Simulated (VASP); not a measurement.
Computed with PBEsol GGA, VASP's PBE PAW potentials (set 64) (plane waves; VASP 6.6.1).

Input for VASP

File KPOINTS:
```
Automatic mesh
0
Gamma
3 3 5
0 0 0
```

File POSCAR:
```
MnO2
4.40
  1.0000000000   0.0000000000   0.0000000000
  0.0000000000   1.0000000000   0.0000000000
  0.0000000000   0.0000000000   0.6522727273
Mn O
2 4
Cart
  0.0000000000   0.0000000000   0.0000000000
  0.5000000000   0.5000000000   0.3261363636
  0.3050000000   0.3050000000   0.0000000000
  0.8050000000   0.1950000000   0.3261363636
  0.1950000000   0.8050000000   0.3261363636
  0.6950000000   0.6950000000   0.0000000000
```

INCAR:
```
ALGO = Normal
EDIFF = 1E-6
ENCUT = 400
GGA = PS
ISIF = 2
ISMEAR = -1
ISPIN = 2
LASPH = .True.
LCHARG = .False.
LMAXMIX = 4
LORBIT = 11
LREAL = .False.
LWAVE = .False.
MAGMOM = 3.0 -3.0 4*0.0
NELM = 100
PREC = Accurate
SIGMA = 0.01
SYSTEM = MnO2
```

POTCAR, in this order: Mn_pv O (PBE.64 set). Program: vasp_std.

Output of the run:

### OSZICAR
```
       N       E                     dE             d eps       ncg     rms          rms(c)
DAV:   1     0.560805027128E+03    0.56081E+03   -0.24820E+04  1152   0.168E+03
DAV:   2     0.198229142493E+01   -0.55882E+03   -0.52542E+03  1170   0.510E+02
DAV:   3    -0.641450176883E+02   -0.66127E+02   -0.65113E+02  1368   0.173E+02
DAV:   4    -0.661328388052E+02   -0.19878E+01   -0.19384E+01  1224   0.286E+01
DAV:   5    -0.661664833028E+02   -0.33644E-01   -0.33640E-01  1156   0.416E+00    0.443E+01
DAV:   6    -0.616160291327E+02    0.45505E+01   -0.16235E+02  1358   0.118E+02    0.531E+01
DAV:   7    -0.530796125663E+02    0.85364E+01   -0.12534E+02  1376   0.121E+02    0.203E+01
DAV:   8    -0.510299595680E+02    0.20497E+01   -0.86133E+00  1176   0.283E+01    0.818E+00
DAV:   9    -0.506321256036E+02    0.39783E+00   -0.19414E+00  1438   0.142E+01    0.294E+00
DAV:  10    -0.506476521520E+02   -0.15527E-01   -0.19342E-01  1122   0.350E+00    0.157E+00
DAV:  11    -0.506420171746E+02    0.56350E-02   -0.24470E-02  1092   0.165E+00    0.425E-01
DAV:  12    -0.506419590387E+02    0.58136E-04   -0.32868E-03  1304   0.708E-01    0.180E-01
DAV:  13    -0.506419944942E+02   -0.35456E-04   -0.18371E-04  1224   0.111E-01    0.775E-02
DAV:  14    -0.506419577552E+02    0.36739E-04   -0.95016E-05  1242   0.119E-01    0.311E-02
DAV:  15    -0.506419527090E+02    0.50461E-05   -0.83875E-05  1132   0.119E-01    0.195E-02
DAV:  16    -0.506419506179E+02    0.20911E-05   -0.13737E-05  1086   0.496E-02    0.614E-03
DAV:  17    -0.506419505440E+02    0.73905E-07   -0.98751E-07   612   0.136E-02
   1 F= -.50641951E+02 E0= -.50641602E+02  d E =-.697542E-03  mag=     0.0000
```

File OUTCAR:
```
------------------------ aborting loop because EDIFF is reached ----------------------------------------
  FORCE on cell =-STRESS in cart. coord.  units (eV):
  Direction    XX          YY          ZZ          XY          YZ          ZX
  --------------------------------------------------------------------------------------
  Total       -4.4689892     -4.4689892     -5.3369387     -0.0000000      0.0000000      0.0000000
  in kB     -128.8643069   -128.8643069   -153.8918252     -0.0000000      0.0000000      0.0000000
  external PRESSURE =    -137.2068130 kB  Pullay stress =       0.0000000 kB
  volume of cell :       55.56
      direct lattice vectors                 reciprocal lattice vectors
     4.400000000  0.000000000  0.000000000     0.227272727  0.000000000  0.000000000
     0.000000000  4.400000000  0.000000000     0.000000000  0.227272727  0.000000000
     0.000000000  0.000000000  2.870000000     0.000000000  0.000000000  0.348432056
 POSITION                                       TOTAL-FORCE (eV/Angst)
 -----------------------------------------------------------------------------------
      0.00000      0.00000      0.00000         0.000000     -0.000000     -0.000000
      2.20000      2.20000      1.43500         0.000000     -0.000000     -0.000000
      1.34200      1.34200      0.00000        -0.073309     -0.073309      0.000000
      3.54200      0.85800      1.43500        -0.073309      0.073309     -0.000000
      0.85800      3.54200      1.43500         0.073309     -0.073309      0.000000
      3.05800      3.05800      0.00000         0.073309      0.073309     -0.000000
 -----------------------------------------------------------------------------------
    total drift:                                0.000000      0.000000     -0.000000
  FREE ENERGIE OF THE ION-ELECTRON SYSTEM (eV)
  ---------------------------------------------------
  free  energy   TOTEN  =       -50.6419505440 eV

  energy  without entropy=      -50.6412530022  energy(sigma->0) =      -50.64160177

 total charge

# of ion       s       p       d       tot
------------------------------------------
    1        0.358   6.475   4.929  11.762
    2        0.358   6.475   4.929  11.762
    3        1.589   3.450   0.000   5.039
    4        1.589   3.450   0.000   5.039
    5        1.589   3.450   0.000   5.039
    6        1.589   3.450   0.000   5.039
--------------------------------------------------
tot          7.072  26.752   9.858  43.682

 magnetization (x)

# of ion       s       p       d       tot
------------------------------------------
    1        0.012   0.020   2.431   2.463
    2       -0.012  -0.020  -2.431  -2.463
    3       -0.001  -0.043   0.000  -0.044
    4        0.001   0.043   0.000   0.044
    5        0.001   0.043   0.000   0.044
    6       -0.001  -0.043   0.000  -0.044
--------------------------------------------------
tot          0.000   0.000   0.000   0.000
```
(Selected blocks of OUTCAR.)

At this cut-off the stress carries a Pulay error, which pulls relaxed volumes low.

The structure is a typed MnO2 crystal. The cell was not relaxed at this level. The k-mesh is coarse (spacing up to 0.48 per Å, 2π included), so the numbers may not be converged in it. The run is one of a series of settings (GGA = PS, POTCAR Mn_pv O (PBE.64 set) against the base run), some of them coarse on purpose.
